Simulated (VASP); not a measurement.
An input for Quantum ESPRESSO's pw.x (written as the equivalent of a VASP run, and not itself run):

```
&CONTROL
  calculation = 'scf'
  pseudo_dir = './pseudo'
  outdir = './out'
  tprnfor = .true.
  tstress = .true.
/
&SYSTEM
  ibrav = 0
  nat = 5
  ntyp = 3
  ecutwfc = 88
  occupations = 'smearing'
  smearing = 'gaussian'
  degauss = 0.009996
  input_dft = 'pbesol'
/
&ELECTRONS
  conv_thr = 7.3e-08
  electron_maxstep = 100
/
ATOMIC_SPECIES
  Y 88.906 Y.upf
  B 10.810 B.upf
  Rh 102.906 Rh.upf
CELL_PARAMETERS angstrom
     4.1788200    0.0000000    0.0000000
     0.0000000    4.1788200    0.0000000
     0.0000000    0.0000000    4.1788200
ATOMIC_POSITIONS crystal
  Y    0.0000000  0.0000000  0.0000000
  B    0.5000000  0.5000000  0.5000000
  Rh   0.0000000  0.5000000  0.5000000
  Rh   0.5000000  0.0000000  0.5000000
  Rh   0.5000000  0.5000000  0.0000000
K_POINTS automatic
  5 5 5 0 0 0
```

Translate this input to VASP (INCAR, KPOINTS, POSCAR, choice of POTCAR).

This is not unique; one that fits is 
File POSCAR:
```
YBRh3
1
    4.1788200000     0.0000000000     0.0000000000
    0.0000000000     4.1788200000     0.0000000000
    0.0000000000     0.0000000000     4.1788200000
Y B Rh
1 1 3
Direct
  0.0000000000   0.0000000000   0.0000000000
  0.5000000000   0.5000000000   0.5000000000
  0.0000000000   0.5000000000   0.5000000000
  0.5000000000   0.0000000000   0.5000000000
  0.5000000000   0.5000000000   0.0000000000
```

File KPOINTS:
```
kpoints
0
Gamma
 5 5 5
0 0 0
```

### INCAR
```
SYSTEM  =  YBRh3
EDIFF  =  1E-6
LASPH  =  .TRUE.
NELM  =  100
LCHARG  =  .FALSE.
LWAVE  =  .FALSE.
ISMEAR  =  0
LMAXMIX  =  4
GGA  =  PS
SIGMA  =  0.136   ! width (eV)
PREC  =  Accurate
ISIF  =  2   ! forces and stress, cell fixed
LREAL  =  .FALSE.   ! projection in real space or not
ALGO  =  Normal   ! blocked Davidson
ENCUT  =  400   ! plane-wave cut-off (eV)
```

POTCAR, in this order: Y_sv B Rh_pv (PBE.64 set). Program: vasp_std.

The two are equivalent in intent, not identical: the potentials are each code's own (VASP's PAW set, PseudoDojo norm-conserving files in pw.x), so ENCUT and ecutwfc are chosen apart and not converted; conv_thr bounds pw.x's estimated SCF error, while EDIFF bounds the energy change between steps.

The structure comes from a computed database's YBRh3 entry (Pm-3m); how it stands against other phases isn't given here. The cell was not relaxed at this level. The k-mesh is coarse (spacing up to 0.30 per Å, 2π included), so the numbers may not be converged in it. The run is one of a series of settings (KPOINTS 5×5×5 Γ-centred mesh against the base run), some of them coarse on purpose.
